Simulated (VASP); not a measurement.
Take HgS (zinc blende), against free atoms with fixed spin and no zero-point term, in VASP with PAW potentials, and its cohesive energy.

One run gives 2.63 eV/atom. Which level is it?
(A) PBEsol
(B) PBE
(C) PBE-D3(BJ)
(D) LDA

D, LDA.  The others give 2.04 (PBE-D3(BJ)), 1.74 (PBE), 2.13 (PBEsol).

Only levels that ran to the end are used. Left out are those held back, those with too coarse a band path, GW runs whose mesh misses a band edge, hybrids' fits of cells that aren't cubic and levels without matching references; a question may draw on a part of the rest.
